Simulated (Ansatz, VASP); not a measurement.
## Cross-check of ZrC between VASP and Ansatz

One calculation is typed for both programs; each brings its own data sets. How far apart do they land? The cell is generated by rule, not measured, and may not be a known phase. Of the first pair: The two relaxations start from unlike cells of this crystal (the structure described is Ansatz's start), so only their ends are compared.

Method: plane waves, with VASP 6.6.1 beside it; relaxation of cell and atoms at PBEsol, in Ansatz 0.2.0.

### 1. Set-up

Symmetry: P6_3mc, No. 186, hexagonal system. Conventional cell: a = 3.408 Å, b = 3.408 Å, c = 5.565 Å, α = 90.00°, β = 90.00°, γ = 120.00°. Nearest to Zr lie 4 C at 2.09 Å. Nearest to C lie 4 Zr at 2.09 Å. Farther neighbours are not listed.

### 2. VASP: relaxation of cell and atoms, PBEsol, pair 1

The relaxed volume is the usual yardstick between codes: in a stiff, nearly cubic crystal its relative difference is about their pressure difference at one cell divided by the bulk modulus.

Lines of VASP's logs that name or quote its potential files are left out, and so is its time.

The input, INCAR:

```
SYSTEM = ZrC
PREC = Accurate
ENCUT = 600
EDIFF = 1E-07
NELM = 120
ISMEAR = 0
SIGMA = 0.1
LREAL = .FALSE.
ALGO = Normal
GGA = PS
NBANDS = 22
LASPH = .TRUE.
LORBIT = 11
LWAVE = .FALSE.
LCHARG = .FALSE.
ISIF = 3
IBRION = 2
NSW = 80
EDIFFG = -0.005
GGA_COMPAT = .FALSE.
NELMIN = 4
KPAR = 2
```

The input, POSCAR:

```
ZrC
1.0
    3.8535109702      0.0000034829      0.0000000000
   -1.9267576684      3.3372363053      0.0000000000
    0.0000000000      0.0000000000      4.6906481188
Zr C
2 2
Direct
    0.3333331942      0.6666667796      0.9450975703
    0.6666665124      0.3333332204      0.4450975703
    0.3333331942      0.6666667796      0.4299023398
    0.6666665124      0.3333332204      0.9299025196
```

The input, KPOINTS:

```
Automatic mesh
0
Gamma
6 6 4
0 0 0
```

Potentials, in the order of the species: Zr_sv and C (PBE family, release 64).

The run is started by

```console
> mpirun -np 2 vasp_std
```

Numbers of over 12 decimals in the logs are rounded to 6 here.

Log:

```text
[banner, memory and clock lines left out]
running    2 mpi-ranks, on    1 nodes
 distrk:  each k-point on    1 cores,    2 groups
 distr:  one band on    1 cores,    1 groups

 POSCAR found type information on POSCAR ZrC
 POSCAR found :  2 types and       4 ions
|                                                                             |
|               ----> ADVICE to this user running VASP <----                  |
|                                                                             |
|     You enforced a specific xc type in the INCAR file but a different       |
|     [... a line on the potential file left out ...]
|     I HOPE YOU KNOW WHAT YOU ARE DOING!                                     |
|                                                                             |

 LDA part: xc-table for (Slater+PW92), standard interpolation
 POSCAR, INCAR and KPOINTS ok, starting setup
 FFT: planning ... GRIDC
 FFT: planning ... GRID_SOFT
 FFT: planning ... GRID
 WAVECAR not read
 entering main loop
       N       E                     dE             d eps       ncg     rms          rms(c)
DAV:   1     0.296077646485E+03    0.29608E+03   -0.18438E+04   924   0.160E+03
DAV:   2    -0.205734749154E+02   -0.31665E+03   -0.30009E+03  1074   0.418E+02
DAV:   3    -0.460944001777E+02   -0.25521E+02   -0.24984E+02  1582   0.975E+01
DAV:   4    -0.475932753702E+02   -0.14989E+01   -0.14974E+01  1276   0.214E+01
DAV:   5    -0.476437237587E+02   -0.50448E-01   -0.50446E-01  1346   0.318E+00    0.305E+01
DAV:   6    -0.399386062750E+02    0.77051E+01   -0.44346E+01  1068   0.319E+01    0.113E+01
DAV:   7    -0.398965612395E+02    0.42045E-01   -0.32105E+00  1388   0.854E+00    0.739E+00
DAV:   8    -0.398878763388E+02    0.86849E-02   -0.25774E-01  1096   0.310E+00    0.107E+00
DAV:   9    -0.398742616683E+02    0.13615E-01   -0.84432E-02  1134   0.130E+00    0.315E-01
DAV:  10    -0.398743142558E+02   -0.52587E-04   -0.55979E-03  1146   0.582E-01    0.118E-01
DAV:  11    -0.398743550224E+02   -0.40767E-04   -0.36126E-04  1378   0.141E-01    0.230E-02
DAV:  12    -0.398743471595E+02    0.78628E-05   -0.19201E-05  1260   0.380E-02    0.508E-03
DAV:  13    -0.398743474008E+02   -0.24131E-06   -0.11771E-06  1356   0.804E-03    0.152E-03
DAV:  14    -0.398743474415E+02   -0.40692E-07   -0.77663E-08   750   0.249E-03
   1 F= -.39874347E+02 E0= -.39873226E+02  d E =-.398743E+02
 curvature:   0.00 expect dE= 0.000E+00 dE for cont linesearch  0.000E+00
 trial: gam= 0.00000 g(F)=  0.194E-05 g(S)=  0.128E-04 ort = 0.000E+00 (trialstep = 0.100E+01)
 search vector abs. value=  0.148E-04
 bond charge predicted
       N       E                     dE             d eps       ncg     rms          rms(c)
DAV:   1    -0.398744223276E+02   -0.74927E-04   -0.32881E-03  1020   0.524E-01    0.112E-01
DAV:   2    -0.398743619276E+02    0.60400E-04   -0.25931E-04  1140   0.135E-01    0.389E-02
DAV:   3    -0.398743406248E+02    0.21303E-04   -0.84406E-05  1414   0.684E-02    0.172E-02
DAV:   4    -0.398743435619E+02   -0.29372E-05   -0.11521E-05  1254   0.166E-02    0.563E-03
DAV:   5    -0.398743456917E+02   -0.21297E-05   -0.31537E-06  1582   0.954E-03    0.467E-03
DAV:   6    -0.398743466158E+02   -0.92417E-06   -0.24910E-07   960   0.382E-03    0.396E-04
DAV:   7    -0.398743466404E+02   -0.24610E-07   -0.45580E-08   648   0.143E-03
   2 F= -.39874347E+02 E0= -.39873217E+02  d E =0.801092E-06
 trial-energy change:    0.000001  1 .order    0.000001   -0.000015    0.000017
 step:   0.4654(harm=  0.4654)  dis= 0.00007  next Energy=   -39.874351 (dE=-0.344E-05)
 bond charge predicted
       N       E                     dE             d eps       ncg     rms          rms(c)
DAV:   1    -0.398743734113E+02   -0.26795E-04   -0.93997E-04   966   0.280E-01    0.597E-02
DAV:   2    -0.398743572719E+02    0.16139E-04   -0.74809E-05  1104   0.722E-02    0.208E-02
DAV:   3    -0.398743516364E+02    0.56354E-05   -0.24173E-05  1390   0.366E-02    0.924E-03
DAV:   4    -0.398743516570E+02   -0.20532E-07   -0.32863E-06  1260   0.885E-03    0.300E-03
DAV:   5    -0.398743514492E+02    0.20775E-06   -0.89354E-07  1556   0.509E-03    0.246E-03
DAV:   6    -0.398743511582E+02    0.29103E-06   -0.58206E-08   678   0.203E-03    0.199E-04
DAV:   7    -0.398743511496E+02    0.85661E-08   -0.19674E-08   594   0.782E-04
   3 F= -.39874351E+02 E0= -.39873226E+02  d E =-.370810E-05
 curvature:  -0.23 expect dE=-0.495E-06 dE for cont linesearch -0.395E-10
 trial: gam= 0.14057 g(F)=  0.185E-05 g(S)=  0.283E-06 ort = 0.501E-07 (trialstep = 0.893E+00)
 search vector abs. value=  0.244E-05
 reached required accuracy - stopping structural energy minimisation
```

OUTCAR, selected parts (step 2):

```text
ion  position               nearest neighbor table
   1  0.333  0.667  0.945-   4 2.23   4 2.23   4 2.23   3 2.27   3 2.42   2 3.23   2 3.23   2 3.23
                             2 3.23   2 3.23   2 3.23
   2  0.667  0.333  0.445-   3 2.23   3 2.23   3 2.23   4 2.27   4 2.42   1 3.23   1 3.23   1 3.23
                             1 3.23   1 3.23   1 3.23
   3  0.333  0.667  0.430-   2 2.23   2 2.23   2 2.23   1 2.27   1 2.42
   4  0.667  0.333  0.930-   1 2.23   1 2.23   1 2.23   2 2.27   2 2.42

  LATTYP: Found a hexagonal cell.
 ALAT       =     3.8535109702
 C/A-ratio  =     1.2172401104

 Subroutine GETGRP returns: Found 12 space group operations
 (whereof  6 operations were pure point group operations)

The static configuration has the point symmetry C_3v.
 The point group associated with its full space group is C_6v.

 Found     21 irreducible k-points:

   k-points           NKPTS =     21   k-points in BZ     NKDIM =     21   number of bands    NBANDS=     22

   dimension x,y,z NGX =    32 NGY =   32 NGZ =   40
   dimension x,y,z NGXF=    64 NGYF=   64 NGZF=   80

   ENCUT  =  600.0 eV  44.10 Ry    6.64 a.u.   7.70  7.70  9.37*2*pi/ulx,y,z

   NELECT =      32.0000    total number of electrons

 k-points in reciprocal lattice and weights: Automatic mesh
   0.00000000  0.00000000  0.00000000       0.007
   0.16666667  0.00000000  0.00000000       0.042
   0.33333333  0.00000000  0.00000000       0.042
   0.50000000  0.00000000  0.00000000       0.021
   0.16666667  0.16666667  0.00000000       0.042
   0.33333333  0.16666667  0.00000000       0.083
   0.33333333  0.33333333  0.00000000       0.014
   0.00000000  0.00000000  0.25000000       0.014
   0.16666667  0.00000000  0.25000000       0.083
[...]
0.33333333  0.16666667  0.50000000       0.083
   0.33333333  0.33333333  0.50000000       0.014

 average (electrostatic) potential at core
       1 -74.9337       2 -74.9337       3 -45.8526       4 -45.8526

 E-fermi :   7.5427

 k-point     1 :       0.0000    0.0000    0.0000
  band No.  band energies     occupation
    ...
     11       4.8217      2.00000
     12       4.8217      2.00000
     13       5.1059      2.00000
     14       5.1059      2.00000
     15       6.1346      2.00000
     16       8.6009      0.00000
     17       8.6009      0.00000
     18       8.6027      0.00000
     19       9.9874      0.00000
     20      11.8122      0.00000
    ...

 k-point     2 :       0.1667    0.0000    0.0000
  band No.  band energies     occupation
    ...
     12       5.1435      2.00000
     13       5.2113      2.00000
     14       5.4381      2.00000
     15       6.0107      2.00000
     16       7.3957      1.96240
     17       8.2950      0.00000
     18       9.6909      0.00000
     19      10.8850      0.00000
     20      12.1189      0.00000
     21      12.2332      0.00000
    ...

 k-point     3 :       0.3333    0.0000    0.0000
  band No.  band energies     occupation
    ...
     12       5.4366      2.00000
     13       5.8465      2.00000
     14       6.0600      2.00000
     15       6.3883      2.00000
     16       6.5045      2.00000
     17       7.8668      0.00000
     18      10.2651      0.00000
     19      10.5653      0.00000
     20      12.3208      0.00000
     21      12.5103      0.00000
    ...

  Total        0.0028853      0.0028853      0.0026105      0.0000000      0.0000000     -0.0000000
  in kB        0.0766594      0.0766594      0.0693574      0.0000000      0.0000000     -0.0000000
  external PRESSURE =       0.0742254 kB  Pullay stress =       0.0000000 kB

  energy-cutoff  :      600.00
  volume of cell :       60.30
      direct lattice vectors                 reciprocal lattice vectors
     3.853172143  0.000003483  0.000000000     0.259526292  0.149837838  0.000000000
    -1.926588255  3.336942872  0.000000000    -0.000000271  0.299675337  0.000000000
     0.000000000  0.000000000  4.690017220    -0.000000000 -0.000000000  0.213218833

 POSITION                                       TOTAL-FORCE (eV/Angst)
 -----------------------------------------------------------------------------------
     -0.00000      2.22463      4.43245         0.000000     -0.000000     -0.003093
      1.92658      1.11232      2.08744        -0.000000      0.000000     -0.003093
     -0.00000      2.22463      2.01632        -0.000000      0.000000      0.003093
      1.92658      1.11232      4.36133         0.000000     -0.000000      0.003093
 -----------------------------------------------------------------------------------
    total drift:                                0.002000      0.000162      0.000048

  FREE ENERGIE OF THE ION-ELECTRON SYSTEM (eV)
  ---------------------------------------------------
  free  energy   TOTEN  =       -39.8743511496 eV

  energy  without entropy=      -39.8721003379  energy(sigma->0) =      -39.87322574

 reached required accuracy - stopping structural energy minimisation

 total charge
# of ion       s       p       d       tot
------------------------------------------
    1        2.194   6.034   1.668   9.897
    2        2.194   6.034   1.668   9.897
    3        0.887   1.494   0.000   2.381
    4        0.887   1.494   0.000   2.381
--------------------------------------------------
tot          6.162  15.056   3.336  24.555

[... 3 further parts left out ...]
```

CONTCAR:

```
ZrC
   1.00000000000000
     3.8531721426436389    0.0000034825091873    0.0000000000000000
    -1.9265882545030899    3.3369428723156815    0.0000000000000000
     0.0000000000000000    0.0000000000000000    4.6900172195661689
  Zr              C
     2     2
Direct
     0.3333331942000015    0.6666667795999999    0.9450823807367031
     0.6666665123999991    0.3333332204000001    0.4450823807367032
     0.3333331942000015    0.6666667795999999    0.4299175293632982
     0.6666665123999991    0.3333332204000001    0.9299177091632954
```

The k-mesh is coarse for a metal.

### 3. Ansatz: relaxation of cell and atoms, PBEsol, pair 1

Ansatz runs on its default PAW (the set named soft_2) files.

Its own start cell and the same functional, mesh and smearing now go to Ansatz, which takes its cutoff from its data sets.

The input, input.yaml:

```yaml
crystal:
  lattice:
    - [3.40773, 0.0, 0.0]
    - [-1.70387, 2.95118, 0.0]
    - [0.0, 0.0, 5.56482]
  atoms:
    - { symbol: Zr, position: [0.333333, 0.666667, 0.0] }
    - { symbol: Zr, position: [0.666667, 0.333333, 0.5] }
    - { symbol: C, position: [0.333333, 0.666667, 0.375] }
    - { symbol: C, position: [0.666667, 0.333333, 0.875] }
kpoints:
  mp_grid: { grid: [6, 6, 4] }
hamiltonian:
  xc: pbesol
scf:
  occupations: { method: gaussian, width: 0.1 }
output:
  forces: true
  stress: true
  eigenvalues: true
relax:
  adjacent_minimum: "off"
  f_tol: 0.05
  max_steps: 80
  cell: { stress_tol: 0.5 }
```

The run is started by

```console
> ansatz run input.yaml --threads 4 --pin off --max-ram 7168MiB --backend cpu --events-out ev --progress --plain --runs-dir out
```

Log:

```text
Warning: the atoms were moved onto the symmetric positions of the space group found under crystal.symmetry.tolerance 1.0e-5 (fractional; no operation is sought that the atoms, as they stand in a round, miss by more than twice it, and no atom is moved by as much as it), and the run uses the moved positions. Before a round's move an operation carried an atom to 3.41e-6 Å from where it should land, the largest such dist [...]
The last accepted step is kept in <dir> (removed where the run ends without a failure and the disk answers)
Engine: ansatz 0.2.0, x86_64-unknown-linux-gnu
Pseudopotentials: kind: paw
Pseudopotential: Zr, paw, valence charge 12, recommended cutoff 420 eV (normal), Zr.paw.azcp
Pseudopotential: C, paw, valence charge 4, recommended cutoff 420 eV (normal), C.paw.azcp
Functional definition: PBEsol
  exchange = pbesol_x
  correlation = pbesol_c
Crystal: 4 atoms, lattice volume = 55.964 Å³
Basis set: ecut = 420 eV, 1099 PW (Γ), exchange–correlation on 48×48×80 points (8 copies of the dense FFT grid, shifted against one another)
Bands: 20, of which v1, the nominal top of the filled ones, is band 16 counted from 1 (15 counted from 0)
Symmetry: 12 space group operations
Space group: P63mc (ITA 186), of the structure as read, at distance tolerance 3.8e-5 Å
k-points: 21 of 144 (time reversal used)
Non-local potential: Zr, projectors of the file, l = 0: 3, l = 1: 2, l = 2: 2, l = 3: 2
Non-local potential: C, projectors of the file, l = 0: 2, l = 1: 2, l = 2: 1
PAW form: soft (Blöchl's): semilocal exchange-correlation on the pseudo side does not see the compensation charge
PAW frozen core: Zr, regenerated for the run's functional, and the local potential with it (the file was generated under x = pbe(κ = 0.804, μ = 0.219515), c = pbe(β = 0.066725))
PAW frozen core: C, regenerated for the run's functional, and the local potential with it (the file was generated under x = pbe(κ = 0.804, μ = 0.219515), c = pbe(β = 0.066725))
PAW one-centre angular grid: Zr, 590 points (default); XC on 64 Gauss nodes
PAW one-centre angular grid: C, 110 points (default); XC on 64 Gauss nodes
[...]
SCF iter   6: F=-8753.068708 eV  HF=-8753.068708 eV  |F-HF|=2.73e-11  |Δ(HF+E_count)|=  1.04e-10  Δρ=3.32e-7  dr2=1.07e-10  ethr=4.46e-12  ⟨swp⟩=2.0  Hψ=1249  notcnv=0
SCF 10 converged in 6 iterations: F = -8753.068708 eV  dr2 = 1.07e-10
  greatest PAW one-centre occupation: 0.996 electrons in one spin orbital (limit 2), on the Zr atom at site 1 (counted from 0), in its partial waves of l = 0
relax step  10: F+E_penalty+E_count = -8753.06870839 eV  Δ(F+E_penalty+E_count) = -4.441e-2 eV  max|allowed force component| = 5.490e-3 eV/Å  Δτ_max = 0.0000 Å  P = +0.681 GPa  Ω = 59.990 Å³  stress off target by 9.81e-1 GPa  SCF on the basis re-selected at this cell (its energy is not comparable with the rows above)  (6 SCF iters)
[...]
relax step  11: F+E_penalty+E_count = -8753.06899788 eV  Δ(F+E_penalty+E_count) = -2.895e-4 eV  max|allowed force component| = 4.364e-3 eV/Å  Δτ_max = 0.0027 Å  P = -0.377 GPa  Ω = 60.363 Å³  energy of the carried Pulay correction = -4.001e-4 eV  (5 SCF iters, dr2 threshold 4.00e-7 eV, accepted)
[...]
relax step  12: F+E_penalty+E_count = -8753.06936541 eV  Δ(F+E_penalty+E_count) = -3.675e-4 eV  max|allowed force component| = 3.961e-5 eV/Å  Δτ_max = 0.0009 Å  P = -0.006 GPa  Ω = 60.232 Å³  energy of the carried Pulay correction = -2.575e-4 eV  (5 SCF iters, accepted)
[...]
relax step  13: F+E_penalty+E_count = -8753.06949256 eV  Δ(F+E_penalty+E_count) = -1.272e-4 eV  max|allowed force component| = 4.677e-5 eV/Å  Δτ_max = 0.0000 Å  P = -0.006 GPa  Ω = 60.232 Å³  stress off target by 6.14e-3 GPa  SCF on the basis re-selected at this cell (its energy is not comparable with the rows above)  (3 SCF iters)
basis re-selected at this cell: Δ(F+E_penalty+E_count) = -1.272e-4 eV, ΔP = -0.000 GPa vs the last step (what re-selecting the basis moved, of the pressure what is left beyond the Pulay correction that the steps carried, after the strain that the cell walked since its last selection, with what the two solves' SCF thresholds leave and, on support functions, any second-order correction that the steps lacked; it is no m [...]
SCF converged after 3 iterations
Free energy (F): -8753.069493 eV
Harris-Foulkes:  -8753.069493 eV  (|F-HF|=4.64e-10)
Internal energy: -8753.067234 eV  (E = F + TS)
E sigma→0 (E₀):  -8753.068363 eV
Entropy (-TS):   -0.002258 eV (-0.565 meV/atom)
Fermi energy:    12.084246 eV
--- Per-component energies (eV) ---
  E_band       = -179.694750
  E_kinetic    = 844.583038
  E_local      = -1534.425050  (includes V_loc(G=0)·N_el)
  E_nonlocal   = 213.728141
  E_hartree    = 486.276200
  E_xc         = -418.396222
  E_vxc        = -502.038808  (∫ρ·V_xc dr)
  E_paw        = -5988.875682  (= ΣΔE_a)
  E_vpaw       = -174.093976  (= ΣTr[D̂ρ^β])
  E_aug_tail   = 0.000057  (compensation charges beyond the density's cutoff)
  E_ewald      = -2356.331358
  E_core_change = 0.373642  (= ΣΔE_core)
  E_smearing   = -0.002258  (= −TS)
  E_closure    = 0.000000  (closes the sum)
  Σ components = -8753.069493   (vs F -8753.069493, Δ=0.00e0)
--- Forces (eV/Å), atoms counted from 1 ---
  atom   1  Zr     0.00000000    -0.00000000     0.00004673
  atom   2  Zr    -0.00000000     0.00000000     0.00004673
  atom   3  C      0.00000000    -0.00000000    -0.00004681
  atom   4  C     -0.00000000     0.00000000    -0.00004681
  max |Σ_I F_I| component: 1.60e-7 eV/Å
--- Stress (GPa, compression-positive) ---
       -0.005499       0.000000       0.000000
        0.000000      -0.005499      -0.000000
        0.000000      -0.000000      -0.006137
  P = ⅓ Tr σ = -0.0057 GPa (-0.057 kbar)
--- Band table (eV; the first three rows and the last of 21) ---
  k-point 0: bands = [... 12 lower, 9.6461, 9.6461, 10.6795, 13.1439, 13.1439, 13.1469, 14.5284, 16.3561]
  k-point 1: bands = [... 12 lower, 9.3983, 9.3983, 9.7478, 10.8918, 14.0822, 14.0822, 15.1914, 16.6514]
  k-point 2: bands = [... 12 lower, 9.0870, 9.0870, 9.1896, 9.1896, 15.9195, 15.9195, 15.9195, 15.9195]
  k-point 20: bands = [... 12 lower, 10.1231, 10.1231, 10.3195, 10.3195, 13.3314, 13.3314, 16.0657, 16.0657]
--- Relaxed structure (11 steps of the walk, 11 accepted, 2 SCFs on fresh bases) ---
  F+E_penalty+E_count = -8753.06949256 eV   max|allowed force component| = 4.677e-5 eV/Å   (the final SCF, on the basis selected at the relaxed cell)
  cell:  # Å, volume = 60.2322 Å³
    - [3.851699, 3.2628463055339226e-6, 0]
    - [-1.925852, 3.335668, 0]
    - [0, 0, 4.688065]
  atoms:
    - { symbol: Zr, position: [0.333333, 0.666667, -0.054941] }
    - { symbol: Zr, position: [0.666667, 0.333333, 0.445059] }
    - { symbol: C, position: [0.333333, 0.666667, 0.429941] }
    - { symbol: C, position: [0.666667, 0.333333, 0.929941] }
```

Reading the cycles: dr2 is the Hartree energy of the density residual (eV), the measure of convergence; HF is the Harris–Foulkes estimate of the energy, which meets the free energy F at convergence.

### 4. Side by side

Known differences besides the potentials themselves: the cutoff is 420 eV in Ansatz and 600 eV in VASP; Ansatz makes its cores anew for this functional, VASP keeps those of its PBE data sets; Ansatz adds a Pulay correction to the stress that steers its cell, VASP none. Total energies have different zeros and are not compared.

The two programs side by side:

| quantity | Ansatz | VASP | difference |
| --- | --- | --- | --- |
| volume (Å³) | 60.23 | 60.30 | -0.12 % |
| edge a after relaxation, in the typed setting (Å) | 3.852 | 3.853 | -0.04 % |
| edge c after relaxation, in the typed setting (Å) | 4.688 | 4.690 | -0.04 % |

[end of part 1 of 2]

[Lines on the potential files, build, host, timing and source positions are cut from VASP's logs without a mark.]

[Logs are printed without paths, hosts, clocks, repeated set-up lines and the standing remarks that a program may print on its own settings, such as how far it seeks lower states.]

[Hosts, paths, dates, database ids (printed as entryN), source tags and the programs' standing remarks are cut or masked in the printed files.]
